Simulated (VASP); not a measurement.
```yaml
crystal:
  lattice:
    - [-2.31738, 2.31738, 2.31738]
    - [2.31738, -2.31738, 2.31738]
    - [2.31738, 2.31738, -2.31738]
  atoms:
    - { symbol: Rb, position: [0.00000, 0.00000, 0.00000] }
```

All values below come from PBE GGA, VASP's PBE PAW potentials (set 64) (plane waves; VASP). Settings: 500 eV cut-off, 11×11×11 Γ-centred mesh, first-order Methfessel-Paxton smearing of 0.10 eV, potentials Rb_sv.

Task: What does the run give for the energy per atom (σ→0), pressure, band gap (on the k-mesh) with the smallest direct gap where there is one?

Result: 
band gap (on the k-mesh): none (metal, semimetal or under 0.01 eV)
energy per atom (σ→0): -51.3 kJ/mol-atom
pressure: 4.97 GPa

The compound is Rb in the bcc structure. It was relaxed first under an external pressure of 5 GPa.
